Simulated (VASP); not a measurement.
Computed with PBEsol GGA, VASP's PBE PAW potentials (set 64) (plane waves; VASP 6.6.1).

Gaps are without spin-orbit coupling.

The volume per atom is 45.61 Å³/atom. The band gap (over mesh and band path) comes out as 0.29 eV and the smallest direct gap (over mesh and band path) is 0.29 eV.

### Question
Which relaxed crystal gives these values?
(A) SiC, P6_3mc (186)
(B) CsSnI3, P4/mbm (127)
(C) Cs2AgBiBr6, Fm-3m (225)
(D) Ga2O3, R-3c (167)

### Answer
B, CsSnI3, P4/mbm (127)
